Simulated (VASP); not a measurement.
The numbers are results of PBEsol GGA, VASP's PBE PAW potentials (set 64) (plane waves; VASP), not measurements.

VASP ran on this input.

### INCAR
```
ISMEAR = 0
SYSTEM = SrTe
LASPH = .True.   # aspherical one-centre terms
ISIF = 3   # ions, shape and volume
SIGMA = 0.05
GGA = PS   # PBEsol
LMAXMIX = 4
NSW = 40
PSTRESS = 200   # kbar
LCHARG = .False.
IBRION = 2   # conjugate gradients
LREAL = .False.   # projection in real space or not
ALGO = Normal   # blocked Davidson
EDIFFG = -0.02   # ionic stop
NELM = 100   # most electronic steps
ENCUT = 500   # plane-wave cut-off (eV)
EDIFF = 1E-6   # SCF stop (eV)
LWAVE = .False.
PREC = Accurate
```

**KPOINTS**
```
Automatic mesh
0
Gamma
8 8 8
0 0 0
```

File POSCAR:
```
SrTe
1
    0.0000000000     2.9942146912     2.9942146912
    2.9942146912     0.0000000000     2.9942146912
    2.9942146912     2.9942146912     0.0000000000
Sr Te
1 1
Direct
  0.0000000000   0.0000000000   1.0000000000
  0.5000000000   0.5000000000   0.5000000000
```

POTCAR, in this order: Sr_sv Te (PBE.64 set). Program: vasp_std.

**Question.** What will the output report for the number of irreducible k-points (NKPTS), largest plane-wave count, number of space-group operations, FFT grid (NGX, NGY, NGZ)?

**Answer.** 
The number of irreducible k-points (NKPTS) is 29, the largest plane-wave count is 1380 and the number of space-group operations is 48. The FFT grid (NGX, NGY, NGZ) comes out as 32 × 32 × 32.

The compound is SrTe in the rock salt structure. It was relaxed first under an external pressure of 20 GPa.
